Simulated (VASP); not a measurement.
All values below come from r2SCAN meta-GGA, VASP's PBE PAW potentials (set 64) (plane waves; VASP).

Input for VASP

### INCAR
```
SYSTEM = Ir
PREC = Accurate
ENCUT = 480
EDIFF = 1E-7
NELM = 100
ALGO = Normal
LREAL = .FALSE.
LASPH = .TRUE.
ISMEAR = 1
SIGMA = 0.1
METAGGA = R2SCAN
LMIXTAU = .TRUE.
LMAXMIX = 6
LWAVE = .FALSE.
LCHARG = .FALSE.
ISIF = 2
```

### POSCAR
```
Ir
1
    0.0000000000     1.9261635174     1.9550559701
    1.9261635174     0.0000000000     1.9550559701
    1.9261635174     1.9261635174     0.0000000000
Ir
1
Direct
  0.0000000000   0.0000000000   0.0000000000
```

### KPOINTS
```
kpoints
0
G
 16 16 16
0 0 0
```

POTCAR, in this order: Ir (PBE.64 set). Program: vasp_std.

Q: What will the output report for the number of irreducible k-points (NKPTS), number of bands (NBANDS), largest plane-wave count, number of space-group operations, FFT grid (NGX, NGY, NGZ)?

A: 
```yaml
number of irreducible k-points (NKPTS): 349
number of bands (NBANDS): 8
largest_plane_wave_count: 360
number_of_space_group_operations: 16
FFT grid (NGX, NGY, NGZ): 20 × 20 × 20
```

The compound is Ir in the fcc structure. This cell was strained or had an atom moved on purpose.
